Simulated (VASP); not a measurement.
Crystal: InAs.

```
CELL_PARAMETERS angstrom
0.00000 3.01800 3.01800
3.01800 0.00000 3.01800
3.01800 3.01800 0.00000
ATOMIC_POSITIONS crystal
In 0.00000 0.00000 0.00000
As 0.25000 0.25000 0.25000
```

The cell was built by a generator and needn't be a form met in nature.

| Quantity | Value |
| --- | --- |
| Program | VASP 6.6.1 |
| Task | relaxation of cell and atoms |
| Functional | r2SCAN |
| Potentials or basis | VASP PAW PBE potentials, release 64 (In_d, As) |
| Cutoff | 600 eV |
| k mesh | 10 × 10 × 10 |
| Occupations | gaussian, width 0.03 eV |
| Spin | no spin polarisation |

At the start: pressure 2.3 GPa; volume 27.49 Å³/atom.

Question: How do energy, volume and symmetry change on relaxing?

Answer: Over 3 steps the energy falls by 6.9 meV/atom and the volume is 28.52 Å³/atom (+3.7 %); space group F-43m (No. 216, to 0.05 Å).

The path:
```
step  energy change (eV)  largest force (eV/Å)  pressure (GPa)  volume (Å³)
   1              0.0000                0.0000            2.29        54.98
   2             -0.0100                0.0000           -1.84        58.16
   3             -0.0139                0.0000           -0.03        57.03
```

Final structure:
```
In As
1.0
     0.00000    3.05513    3.05513
     3.05513    0.00000    3.05513
     3.05513    3.05513    0.00000
In As
1 1
Direct
  0.00000 0.00000 0.00000
  0.25000 0.25000 0.25000
```

Caveat: the PAW data sets were made with another functional, which shifts forces and pressure a little.
